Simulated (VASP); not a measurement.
Consider the following.

```
KBr
1.0
    0.00000     3.35300     3.35300
    3.35300     0.00000     3.35300
    3.35300     3.35300     0.00000
K Br
1 1
Cartesian
  0.00000   0.00000   0.00000
  3.35300   3.35300   3.35300
```

Calculation: PW91 GGA, VASP's PBE PAW potentials (set 64) (plane waves; VASP 6.6.1). Run with 520 eV cut-off, 7×7×7 Γ-centred mesh, Gaussian smearing of 0.050 eV, potentials K_sv Br.

Question: Give the energy at these volumes per atom, relative to the lowest: 35.42, 36.55, 37.68, 38.81, 39.95 Å³.

Answer: 6.4, 1.5, 0.0, 1.3, 5.0 meV/atom. A third-order Birch-Murnaghan fit gives B0 = 13.2 GPa and B0′ = 4.8.

The compound is KBr in the rock salt structure. It was relaxed first.
